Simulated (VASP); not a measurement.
A run of VASP 6.6.1 is set up as follows.

Contents of INCAR:

```
  ALGO = Fast
  EDIFF = 1E-6
  ENCUT = 520
  GGA = RP
  ISIF = 2
  ISMEAR = 0
  LASPH = T
  LCHARG = F
  LREAL = F
  LWAVE = F
  NBANDS = 27
  NELM = 100
  PREC = Accurate
  SIGMA = 0.1
```

KPOINTS

```
k-points
0
Gamma
  6 6 6
```

The input POSCAR:

```
MgIn2N2
1.0
    1.6701479908      0.9642603921      7.7724938132
   -1.6701479908      0.9642603921      7.7724938132
    0.0000000000     -1.9285207842      7.7724938132
Mg In N
1 2 2
Direct
    0.0000000000      0.0000000000      0.0000000000
    0.4390066700      0.4390066700      0.4390066700
    0.5609933300      0.5609933300      0.5609933300
    0.2772766700      0.2772766700      0.2772766700
    0.7227233300      0.7227233300      0.7227233300
```

Potentials or basis: VASP PAW PBE potentials, release 64 (Mg, In_d, N).

The run is started by

```console
$ cat potpaw_PBE.64/Mg/POTCAR potpaw_PBE.64/In_d/POTCAR potpaw_PBE.64/N/POTCAR > POTCAR
$ mpirun -np 1 vasp_std > vasp.out
```

Question: Estimate the largest force.

Answer: 0.115 eV/Å.

Question: What does it give for the band gap on the k mesh?

Answer: 0.18 eV, indirect (least direct gap 0.18 eV).

Forces in eV/Å, atoms in the order of the input:
```
Mg   0.000  0.000  0.000
In   0.000  0.000  0.115
In   0.000  0.000 -0.115
N    0.000  0.000  0.060
N    0.000  0.000 -0.060
```

Caveat: the PAW data sets were made with another functional, which shifts forces and pressure a little; spin-orbit coupling is left out, which moves the levels of the heavy elements. RPBE gaps usually lie below the measured ones, often by a third to a half.
